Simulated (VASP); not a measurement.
OSZICAR of a VASP run on HfC (rock salt):

**OSZICAR**
```
       N       E                     dE             d eps       ncg     rms          rms(c)
DAV:   1     0.173251258775E+02    0.17325E+02   -0.70455E+03  1584   0.109E+03
DAV:   2    -0.246370751792E+02   -0.41962E+02   -0.39821E+02  2157   0.201E+02
DAV:   3    -0.261168144709E+02   -0.14797E+01   -0.14641E+01  2029   0.288E+01
DAV:   4    -0.261280670311E+02   -0.11253E-01   -0.11243E-01  1906   0.284E+00
DAV:   5    -0.261281890668E+02   -0.12204E-03   -0.12201E-03  2134   0.252E-01    0.538E+01
DAV:   6    -0.237477617926E+02    0.23804E+01   -0.11961E+01  1787   0.188E+01    0.381E+01
DAV:   7    -0.237193614710E+02    0.28400E-01   -0.33608E-01  1830   0.511E+00    0.198E+01
DAV:   8    -0.237157015456E+02    0.36599E-02   -0.33460E-02  1767   0.174E+00    0.306E+00
DAV:   9    -0.237133161103E+02    0.23854E-02   -0.92547E-03  1764   0.642E-01    0.130E+00
DAV:  10    -0.237132193476E+02    0.96763E-04   -0.83121E-04  1903   0.238E-01    0.945E-02
DAV:  11    -0.237132208980E+02   -0.15504E-05   -0.23525E-05  1885   0.516E-02    0.111E-01
DAV:  12    -0.237132170089E+02    0.38891E-05   -0.74503E-06  1827   0.213E-02    0.203E-02
DAV:  13    -0.237132167372E+02    0.27177E-06   -0.28287E-07   873   0.553E-03
   1 F= -.23713217E+02 E0= -.23712510E+02  d E =-.141275E-02
```

Task: Which electronic solver shows in the log?

Result: It is blocked Davidson (ALGO = Normal, or the opening steps of other solvers). The INCAR had ALGO = Normal.

Task: Can the final energy be trusted as converged?

Result: Self-consistency was reached. It stopped with EDIFF = 1E-6, NELM = 100 (PBE GGA, plane waves, VASP's PBE PAW potentials (set 64)). The cell is charged, with a uniform compensating background.

The compound is HfC in the rock salt structure. The cell was not relaxed at this level. The run is one of a series of settings (ISMEAR = 0, NELECT = 13.5, SIGMA = 0.05 against the base run), some of them coarse on purpose.
